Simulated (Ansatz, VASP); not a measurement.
# TiB2 in two plane-wave programs, part 2 of 2

Aim: how closely do two programs agree when they are given the same cell, functional and k mesh? The cell is taken from a series of runs on this material, whose earlier steps may have relaxed, scaled, displaced or heated it; both programs get it as it stands.

VASP 6.6.1 and Ansatz 0.2.0.

So far: Set-up; Ansatz: zone-centre phonons, PBEsol.

### Step 3. VASP: zone-centre phonons, PBEsol

Level of this step: PBEsol; plane waves and PAW (B, Ti_sv) (VASP).

The same cell, functional, mesh and smearing now go to VASP, with its own data sets.

Lines of VASP's logs that name or quote its potential files are left out, and so is its time.

The input, INCAR:

```
SYSTEM = TiB2
PREC = Accurate
ENCUT = 500
EDIFF = 1E-08
NELM = 120
ISMEAR = 1
SIGMA = 0.2
LREAL = .FALSE.
ALGO = Normal
GGA = PS
NBANDS = 15
LASPH = .TRUE.
LORBIT = 11
LWAVE = .FALSE.
LCHARG = .FALSE.
ISIF = 2
IBRION = 8
GGA_COMPAT = .FALSE.
KPAR = 2
```

The input, POSCAR:

```
TiB2
1.0
    2.9269710079      0.0000000000      0.0000000000
   -1.4634855040      2.5348312489      0.0000000000
    0.0000000000      0.0000000000      3.2300584109
B Ti
2 1
Direct
    0.3333333333      0.6666666667      0.5000000000
    0.6666666667      0.3333333333      0.5000000000
    0.0000000000      0.0000000000      0.0000000000
```

The input, KPOINTS:

```
Automatic mesh
0
Gamma
15 15 16
0 0 0
```

PAW data sets: B and Ti_sv (PBE family, release 64).

Command:

```
> mpirun -np 2 vasp_std
```

Numbers of over 12 decimals in the logs are rounded to 6 here.

What it wrote:

```text
[banner, memory and clock lines left out]
running    2 mpi-ranks, on    1 nodes
 distrk:  each k-point on    1 cores,    2 groups
 distr:  one band on    1 cores,    1 groups

 POSCAR found type information on POSCAR B Ti
 POSCAR found :  2 types and       3 ions
|                                                                             |
|               ----> ADVICE to this user running VASP <----                  |
|                                                                             |
|     You enforced a specific xc type in the INCAR file but a different       |
|     [... a line on the potential file left out ...]
|     I HOPE YOU KNOW WHAT YOU ARE DOING!                                     |
|                                                                             |

 LDA part: xc-table for (Slater+PW92), standard interpolation
 POSCAR, INCAR and KPOINTS ok, starting setup
 FFT: planning ... GRIDC
 FFT: planning ... GRID_SOFT
 FFT: planning ... GRID
 WAVECAR not read
 entering main loop
       N       E                     dE             d eps       ncg     rms          rms(c)
DAV:   1     0.120918789297E+03    0.12092E+03   -0.89280E+03  7305   0.135E+03
DAV:   2    -0.236368277162E+02   -0.14456E+03   -0.13953E+03  7689   0.357E+02
DAV:   3    -0.308949939995E+02   -0.72582E+01   -0.71702E+01 10450   0.782E+01
DAV:   4    -0.310978593440E+02   -0.20287E+00   -0.20275E+00  8816   0.115E+01
DAV:   5    -0.311036353718E+02   -0.57760E-02   -0.57759E-02 10751   0.161E+00    0.185E+01
DAV:   6    -0.256577329657E+02    0.54459E+01   -0.21239E+01 10051   0.542E+01    0.419E+00
DAV:   7    -0.256779969812E+02   -0.20264E-01   -0.11683E+00  7675   0.123E+01    0.386E+00
DAV:   8    -0.256831303682E+02   -0.51334E-02   -0.88808E-02 11630   0.252E+00    0.752E-01
DAV:   9    -0.256825986312E+02    0.53174E-03   -0.26443E-02  9004   0.223E+00    0.203E-01
DAV:  10    -0.256824663353E+02    0.13230E-03   -0.39143E-03  9685   0.836E-01    0.144E-01
DAV:  11    -0.256823046287E+02    0.16171E-03   -0.36177E-04  9134   0.215E-01    0.584E-02
DAV:  12    -0.256822945712E+02    0.10058E-04   -0.47486E-05 10136   0.787E-02    0.142E-02
DAV:  13    -0.256822946724E+02   -0.10119E-06   -0.28128E-06  8766   0.177E-02    0.495E-03
DAV:  14    -0.256822944993E+02    0.17302E-06   -0.11501E-06 10760   0.128E-02    0.685E-04
DAV:  15    -0.256822944848E+02    0.14511E-07   -0.38029E-08  7922   0.237E-03    0.371E-04
DAV:  16    -0.256822945094E+02   -0.24621E-07   -0.28304E-09  4261   0.432E-04    0.624E-05
DAV:  17    -0.256822945086E+02    0.81263E-09   -0.46315E-10  3897   0.311E-04
   1 F= -.25682295E+02 E0= -.25682344E+02  d E =0.148178E-03
 Linear response reoptimize wavefunctions to high precision
DAV:   1    -0.256822945092E+02   -0.59322E-09   -0.54901E-11  4380   0.870E-05
DAV:   2    -0.256822945092E+02    0.16826E-10   -0.15551E-11  3855   0.398E-05
 Linear response DOF=           4
 Linear response progress:
  Degree of freedom:   1/  4
       N       E                     dE             d eps       ncg     rms          rms(c)
RMM:   1    -0.518752495684E-01   -0.51875E-01   -0.30738E-02 70593   0.144E+00
RMM:   2    -0.460976161906E-01    0.57776E-02   -0.29123E-03 58738   0.374E-01    0.181E-01
RMM:   3    -0.458535251705E-01    0.24409E-03   -0.11318E-03 59585   0.192E-01    0.900E-02
RMM:   4    -0.464675100868E-01   -0.61398E-03   -0.83008E-04 59021   0.149E-01    0.911E-03
RMM:   5    -0.464601790626E-01    0.73310E-05   -0.14137E-04 71205   0.547E-02    0.333E-03
RMM:   6    -0.464848742485E-01   -0.24695E-04   -0.32066E-05 74009   0.234E-02    0.141E-03
RMM:   7    -0.464785783912E-01    0.62959E-05   -0.64754E-06 72520   0.988E-03    0.457E-04
RMM:   8    -0.464840633978E-01   -0.54850E-05   -0.11595E-06 74005   0.478E-03    0.231E-04
RMM:   9    -0.464824736144E-01    0.15898E-05   -0.48972E-07 73776   0.237E-03    0.796E-05
RMM:  10    -0.464827667872E-01   -0.29317E-06   -0.35704E-07 74721   0.120E-03    0.217E-05
RMM:  11    -0.464829022671E-01   -0.13548E-06   -0.16836E-07 76934   0.622E-04    0.180E-05
RMM:  12    -0.464828981458E-01    0.41213E-08   -0.97127E-08 73672   0.337E-04    0.289E-05
 first order change of Fermi-energy   0.53135E-04
 force on displaced ion       1 direction 1 : -25.020   0.000   0.000
 Linear response progress:
  Degree of freedom:   2/  4
       N       E                     dE             d eps       ncg     rms          rms(c)
RMM:   1    -0.482625912791E-01   -0.48263E-01    0.13917E-02 23218   0.189E+00
RMM:   2    -0.459676506755E-01    0.22949E-02   -0.27901E-03 21661   0.381E-01    0.136E-01
RMM:   3    -0.458132736292E-01    0.15438E-03   -0.12923E-03 22058   0.206E-01    0.646E-02
RMM:   4    -0.462418306910E-01   -0.42856E-03   -0.66150E-04 22639   0.141E-01    0.133E-02
RMM:   5    -0.462963596605E-01   -0.54529E-04   -0.13112E-04 25418   0.586E-02    0.385E-03
RMM:   6    -0.463285149865E-01   -0.32155E-04   -0.27757E-05 26607   0.267E-02    0.156E-03
RMM:   7    -0.463141619885E-01    0.14353E-04   -0.66502E-06 25903   0.124E-02    0.652E-04
RMM:   8    -0.463175251350E-01   -0.33631E-05   -0.18590E-06 26688   0.625E-03    0.201E-04
RMM:   9    -0.463178980028E-01   -0.37287E-06   -0.74388E-07 26698   0.298E-03    0.148E-04
RMM:  10    -0.463178832093E-01    0.14794E-07   -0.34097E-07 26069   0.155E-03    0.106E-04
RMM:  11    -0.463183636278E-01   -0.48042E-06   -0.25606E-07 26445   0.779E-04    0.468E-05
RMM:  12    -0.463183301454E-01    0.33482E-07   -0.76420E-08 27131   0.410E-04    0.645E-06
RMM:  13    -0.463183128212E-01    0.17324E-07   -0.99259E-08 27263   0.210E-04    0.132E-05
RMM:  14    -0.463183114962E-01    0.13250E-08   -0.35119E-08 26158   0.119E-04    0.143E-05
 first order change of Fermi-energy  -0.19741E-03
 force on displaced ion       1 direction 3 :  -0.000  -0.000 -10.707
 Linear response progress:
  Degree of freedom:   3/  4
       N       E                     dE             d eps       ncg     rms          rms(c)
RMM:   1    -0.668892843238E+00   -0.66889E+00    0.72459E+00 17519   0.135E+02
RMM:   2    -0.630472843092E+00    0.38420E-01   -0.32691E-01 29224   0.511E+00    0.191E-01
RMM:   3    -0.628557904442E+00    0.19149E-02   -0.22646E-02 34317   0.124E+00    0.857E-02
RMM:   4    -0.628200500120E+00    0.35740E-03   -0.11980E-02 37843   0.559E-01    0.164E-02
RMM:   5    -0.629000442237E+00   -0.79994E-03   -0.11690E-03 39220   0.195E-01    0.872E-03
RMM:   6    -0.629285905368E+00   -0.28546E-03   -0.28237E-04 40749   0.829E-02    0.509E-03
RMM:   7    -0.629537941050E+00   -0.25204E-03   -0.66341E-05 38342   0.386E-02    0.590E-04
RMM:   8    -0.629535031966E+00    0.29091E-05   -0.23702E-05 42099   0.174E-02    0.360E-04
RMM:   9    -0.629551354832E+00   -0.16323E-04   -0.13842E-05 41056   0.926E-03    0.521E-05
RMM:  10    -0.629552652142E+00   -0.12973E-05   -0.10675E-05 43230   0.505E-03    0.124E-04
RMM:  11    -0.629560545018E+00   -0.78929E-05   -0.91289E-06 39552   0.324E-03    0.570E-05
RMM:  12    -0.629559829985E+00    0.71503E-06   -0.56223E-06 42397   0.213E-03    0.190E-05
RMM:  13    -0.629559312897E+00    0.51709E-06   -0.37014E-06 42139   0.153E-03    0.434E-05
RMM:  14    -0.629558380744E+00    0.93215E-06   -0.31126E-06 39689   0.121E-03    0.906E-05
RMM:  15    -0.629560250675E+00   -0.18699E-05   -0.25676E-06 36843   0.100E-03    0.395E-05
RMM:  16    -0.629560193404E+00    0.57270E-07   -0.19501E-06 41738   0.824E-04    0.433E-05
RMM:  17    -0.629560344957E+00   -0.15155E-06   -0.78702E-07 41234   0.700E-04    0.422E-05
RMM:  18    -0.629560384459E+00   -0.39502E-07   -0.14501E-07 41423   0.607E-04    0.459E-05
 first order change of Fermi-energy   0.33993E-03
 force on displaced ion       3 direction 1 : -16.332   0.000   0.000
 Linear response progress:
  Degree of freedom:   4/  4
       N       E                     dE             d eps       ncg     rms          rms(c)
RMM:   1    -0.815976462431E+00   -0.81598E+00   -0.34305E+00  7508   0.130E+02
RMM:   2    -0.762824259729E+00    0.53152E-01   -0.30393E-01 12004   0.472E+00    0.209E-01
RMM:   3    -0.761872860230E+00    0.95140E-03   -0.24093E-02 13993   0.118E+00    0.938E-02
RMM:   4    -0.762447526588E+00   -0.57467E-03   -0.15670E-02 15253   0.572E-01    0.236E-02
RMM:   5    -0.763258070113E+00   -0.81054E-03   -0.14403E-03 16169   0.188E-01    0.203E-02
RMM:   6    -0.764971234119E+00   -0.17132E-02   -0.28577E-04 13989   0.104E-01    0.178E-02
RMM:   7    -0.764434361831E+00    0.53687E-03   -0.83712E-05 14950   0.450E-02    0.317E-03
RMM:   8    -0.764354860143E+00    0.79502E-04   -0.26059E-05 16065   0.217E-02    0.822E-04
RMM:   9    -0.764353526462E+00    0.13337E-05   -0.12045E-05 16902   0.107E-02    0.289E-04
RMM:  10    -0.764353238394E+00    0.28807E-06   -0.59806E-06 17056   0.592E-03    0.845E-05
RMM:  11    -0.764352446243E+00    0.79215E-06   -0.27874E-06 17083   0.351E-03    0.132E-04
RMM:  12    -0.764354124759E+00   -0.16785E-05   -0.14362E-06 16953   0.236E-03    0.115E-04
RMM:  13    -0.764361004897E+00   -0.68801E-05   -0.10645E-06 15338   0.183E-03    0.480E-05
RMM:  14    -0.764359651211E+00    0.13537E-05   -0.23162E-07 16112   0.134E-03    0.878E-06
[...]
RMM:  18    -0.764360024945E+00    0.36955E-07    0.31148E-07 16494   0.599E-04    0.148E-05
RMM:  19    -0.764360182202E+00   -0.15726E-06    0.30172E-07 16058   0.511E-04    0.131E-05
RMM:  20    -0.764360177314E+00    0.48878E-08    0.33201E-07 16531   0.436E-04    0.166E-05
RMM:  21    -0.764360301444E+00   -0.12413E-06    0.31390E-07 15434   0.377E-04    0.179E-05
RMM:  22    -0.764360314893E+00   -0.13449E-07    0.31783E-07 15226   0.325E-04    0.198E-05
RMM:  23    -0.764360301910E+00    0.12982E-07    0.28871E-07 13667   0.283E-04    0.228E-05
RMM:  24    -0.764360304892E+00   -0.29822E-08    0.28797E-07 13836   0.248E-04    0.227E-05
RMM:  25    -0.764360366863E+00   -0.61970E-07    0.26291E-07 16019   0.219E-04    0.214E-05
 first order change of Fermi-energy   0.16722E-02
 force on displaced ion       3 direction 3 :  -0.000   0.000 -16.659
 Linear response finished
```

From OUTCAR (step 3):

```text
ion  position               nearest neighbor table
   1  0.333  0.667  0.500-   2 1.69   2 1.69   2 1.69   3 2.34   3 2.34   3 2.34   3 2.34   3 2.34
                             3 2.34
   2  0.667  0.333  0.500-   1 1.69   1 1.69   1 1.69   3 2.34   3 2.34   3 2.34   3 2.34   3 2.34
                             3 2.34
   3  0.000  0.000  0.000-   1 2.34   2 2.34   1 2.34   2 2.34   1 2.34   1 2.34   2 2.34   2 2.34
                             2 2.34   2 2.34   1 2.34   1 2.34

  LATTYP: Found a hexagonal cell.
 ALAT       =     2.9269710079
 C/A-ratio  =     1.1035498480

 Subroutine GETGRP returns: Found 24 space group operations
 (whereof 24 operations were pure point group operations)

The static configuration has the point symmetry D_6h.

 Found    243 irreducible k-points:

   k-points           NKPTS =    243   k-points in BZ     NKDIM =    243   number of bands    NBANDS=     15

   dimension x,y,z NGX =    24 NGY =   24 NGZ =   24
   dimension x,y,z NGXF=    48 NGYF=   48 NGZF=   48

   ENCUT  =  500.0 eV  36.75 Ry    6.06 a.u.   5.34  5.34  5.89*2*pi/ulx,y,z

   NELECT =      18.0000    total number of electrons

 k-points in reciprocal lattice and weights: Automatic mesh
   0.00000000  0.00000000  0.00000000       0.000
   0.06666667 -0.00000000  0.00000000       0.002
   0.13333333 -0.00000000  0.00000000       0.002
   0.20000000 -0.00000000  0.00000000       0.002
   0.26666667 -0.00000000  0.00000000       0.002
   0.33333333 -0.00000000  0.00000000       0.002
   0.40000000 -0.00000000  0.00000000       0.002
   0.46666667 -0.00000000  0.00000000       0.002
   0.06666667  0.06666667  0.00000000       0.002
[...]
0.33333333  0.26666667  0.50000000       0.003
   0.33333333  0.33333333  0.50000000       0.001

 average (electrostatic) potential at core
       1 -21.4695       2 -21.4695       3 -69.8200

  Total        3.5790442      3.5790442      0.0495572     -0.0000000     -0.0000000     -0.0000000
  in kB      239.2763631    239.2763631      3.3131394     -0.0000000     -0.0000000     -0.0000000
  external PRESSURE =     160.6219552 kB  Pullay stress =       0.0000000 kB

  energy-cutoff  :      500.00
  volume of cell :       23.97
      direct lattice vectors                 reciprocal lattice vectors
     2.926971008  0.000000000  0.000000000     0.341650121  0.197251790  0.000000000
    -1.463485504  2.534831249  0.000000000     0.000000000  0.394503579  0.000000000
     0.000000000  0.000000000  3.230058411     0.000000000  0.000000000  0.309591925

 POSITION                                       TOTAL-FORCE (eV/Angst)
 -----------------------------------------------------------------------------------
     -0.00000      1.68989      1.61503        -0.000000      0.000000      0.000000
      1.46349      0.84494      1.61503         0.000000      0.000000      0.000000
      0.00000      0.00000      0.00000        -0.000000      0.000000      0.000000
 -----------------------------------------------------------------------------------
    total drift:                               -0.000000      0.000000      0.000000

 Eigenvectors and eigenvalues of the dynamical matrix
 ----------------------------------------------------

   1 f  =   30.770866 THz   193.339054 2PiTHz 1026.405610 cm-1   127.258019 meV
             X         Y         Z           dx          dy          dz
     -0.000000  1.689887  1.615029    -0.680742    0.191284   -0.000000
      1.463486  0.844944  1.615029     0.680742   -0.191284    0.000000
      0.000000  0.000000  0.000000     0.000000    0.000000    0.000000

   2 f  =   30.770866 THz   193.339054 2PiTHz 1026.405610 cm-1   127.258019 meV
             X         Y         Z           dx          dy          dz
     -0.000000  1.689887  1.615029    -0.191284   -0.680742    0.000000
      1.463486  0.844944  1.615029     0.191284    0.680742    0.000000
      0.000000  0.000000  0.000000    -0.000000   -0.000000   -0.000000

   3 f  =   17.202735 THz   108.087974 2PiTHz  573.821486 cm-1    71.144765 meV
             X         Y         Z           dx          dy          dz
     -0.000000  1.689887  1.615029     0.000000   -0.000000    0.707107
      1.463486  0.844944  1.615029     0.000000   -0.000000   -0.707107
      0.000000  0.000000  0.000000    -0.000000    0.000000   -0.000000

   4 f  =   16.528985 THz   103.854674 2PiTHz  551.347582 cm-1    68.358357 meV
             X         Y         Z           dx          dy          dz
     -0.000000  1.689887  1.615029    -0.000000    0.000000   -0.586834
      1.463486  0.844944  1.615029    -0.000000    0.000000   -0.586834
      0.000000  0.000000  0.000000     0.000000   -0.000000    0.557900

   5 f  =   16.363245 THz   102.813298 2PiTHz  545.819090 cm-1    67.672912 meV
             X         Y         Z           dx          dy          dz
     -0.000000  1.689887  1.615029     0.564914   -0.158746   -0.000000
      1.463486  0.844944  1.615029     0.564914   -0.158746    0.000000
      0.000000  0.000000  0.000000    -0.537176    0.150952    0.000000

   6 f  =   16.363245 THz   102.813298 2PiTHz  545.819090 cm-1    67.672912 meV
             X         Y         Z           dx          dy          dz
     -0.000000  1.689887  1.615029     0.158746    0.564914    0.000000
      1.463486  0.844944  1.615029     0.158746    0.564914    0.000000
      0.000000  0.000000  0.000000    -0.150952   -0.537176   -0.000000

   7 f/i=    0.002745 THz     0.017250 2PiTHz    0.091578 cm-1     0.011354 meV
             X         Y         Z           dx          dy          dz
     -0.000000  1.689887  1.615029     0.000000    0.000000    0.394495
      1.463486  0.844944  1.615029     0.000000    0.000000    0.394495
      0.000000  0.000000  0.000000     0.000000    0.000000    0.829908

   8 f/i=    0.004334 THz     0.027230 2PiTHz    0.144561 cm-1     0.017923 meV
             X         Y         Z           dx          dy          dz
     -0.000000  1.689887  1.615029     0.020731    0.394008   -0.000000
      1.463486  0.844944  1.615029     0.020731    0.394008   -0.000000
      0.000000  0.000000  0.000000     0.043604    0.828707   -0.000000

   9 f/i=    0.004334 THz     0.027230 2PiTHz    0.144561 cm-1     0.017923 meV
             X         Y         Z           dx          dy          dz
     -0.000000  1.689887  1.615029     0.394008   -0.020731    0.000000
      1.463486  0.844944  1.615029     0.394008   -0.020731    0.000000
      0.000000  0.000000  0.000000     0.828707   -0.043604    0.000000

 ELASTIC MODULI CONTR FROM IONIC RELAXATION (kBar)
 Direction    XX          YY          ZZ          XY          YZ          ZX
 --------------------------------------------------------------------------------
 XX        -161.6745    161.6745     -0.0000      0.0000      0.0000      0.0000
 YY         161.6745   -161.6745      0.0000      0.0000      0.0000     -0.0000
 ZZ          -0.0000      0.0000     -0.0000      0.0000      0.0000      0.0000
 XY           0.0000      0.0000      0.0000   -161.6745      0.0000     -0.0000
 YZ           0.0000      0.0000      0.0000      0.0000      0.0000      0.0000
 ZX           0.0000     -0.0000      0.0000     -0.0000      0.0000     -0.0000
 --------------------------------------------------------------------------------
```

### Step 4. Comparison

Known differences besides the potentials themselves: the cutoff is 420 eV in Ansatz and 500 eV in VASP; Ansatz makes its cores anew for this functional, VASP keeps those of its PBE data sets. Total energies have different zeros and are not compared.

Both answers:

```
                  quantity  Ansatz    VASP  difference
optical mode 1 to 2 (cm⁻¹)   545.8   545.8     -0.01 %
     optical mode 3 (cm⁻¹)   550.2   551.3     -0.21 %
     optical mode 4 (cm⁻¹)   574.2   573.8     +0.07 %
optical mode 5 to 6 (cm⁻¹)  1022.5  1026.4     -0.38 %
```

Modes are paired by rising frequency, not by their patterns, so a pair may set unlike modes beside each other; they are those without the splitting of longitudinal modes.

### Step 5. Results

| Property | Result |
| --- | --- |
| r.m.s. difference of the optical zone-centre modes, each program's sorted by frequency (zone-centre phonons, PBEsol) | 2.3 cm⁻¹ |

The r.m.s. difference of the optical zone-centre modes, each program's sorted by frequency is 2.3 cm⁻¹ (zone-centre phonons, PBEsol). Such differences can come from data sets, numerical settings and the points named under the comparisons, not from the functional's error against experiment.

[Lines on the potential files, build, host, timing and source positions are cut from VASP's logs without a mark.]

[Logs are printed without paths, hosts, clocks, repeated set-up lines and the standing remarks that a program may print on its own settings, such as how far it seeks lower states.]

[Hosts, paths, dates, database ids (printed as entryN), source tags and the programs' standing remarks are cut or masked in the printed files.]
